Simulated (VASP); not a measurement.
The system is GaBiSe3.

```xyz
5
Lattice="4.4395 0.0000 0.0000 -2.2198 3.8447 0.0000 0.0000 0.0000 8.0242" Properties=species:S:1:pos:R:3 pbc="T T T"
Ga    2.2198    1.2816    4.0121
Bi    0.0000    2.5632    0.0000
Se    0.0000    2.5632    2.2322
Se    0.0000    2.5632    5.7920
Se    0.0000    0.0000    4.0121
```

The cell was built by a generator and needn't be a form met in nature.

- Program: VASP 6.6.1
- Task: relaxation of cell and atoms
- Functional: PBE
- Potentials or basis: VASP PAW PBE potentials, release 64 (Ga_d, Bi_d, Se)
- Cutoff: 520 eV
- k mesh: 4 × 4 × 2
- Occupations: gaussian, width 0.15 eV
- Spin: no spin polarisation

At the start: pressure 15.6 GPa; volume 27.39 Å³/atom.

Task: How do energy, volume and symmetry change on relaxing?

Result: Over 10 steps the energy falls by 520.1 meV/atom and the volume is 30.97 Å³/atom (+13.0 %); space group P-6m2 (No. 187, to 0.05 Å).

Step by step:
| step | energy change (eV) | largest force (eV/Å) | pressure (GPa) | volume (Å³) |
| --- | --- | --- | --- | --- |
| 1 | 0.0000 | 6.3161 | 15.60 | 136.96 |
| 2 | -1.2571 | 0.5127 | -5.40 | 192.68 |
| 3 | -2.5750 | 0.1416 | -1.24 | 161.71 |
| 4 | -2.5843 | 0.0651 | -0.86 | 160.63 |
| 5 | -2.5886 | 0.0618 | -0.49 | 159.25 |
| 6 | -2.5880 | 0.1021 | -0.27 | 158.79 |
| 7 | -2.5937 | 0.0818 | -0.11 | 157.22 |
| 8 | -2.5944 | 0.0094 | 0.66 | 152.78 |
| 9 | -2.5969 | 0.0275 | 0.45 | 154.62 |
| 10 | -2.6005 | 0.0540 | 0.16 | 154.83 |

Final structure:
```yaml
crystal:
  lattice:
    - [4.42082, 0.00000, 0.00000]
    - [-2.21041, 3.82855, 0.00000]
    - [0.00000, 0.00000, 9.14794]
  atoms:
    - { symbol: Ga, position: [0.66667, 0.33333, 0.50000] }
    - { symbol: Bi, position: [0.33333, 0.66667, 0.00000] }
    - { symbol: Se, position: [0.33333, 0.66667, 0.29963] }
    - { symbol: Se, position: [0.33333, 0.66667, 0.70037] }
    - { symbol: Se, position: [0.00000, 0.00000, 0.50000] }
```

Caveat: the k mesh is coarse (spacing up to 0.41 Å⁻¹), so the values aren't converged.
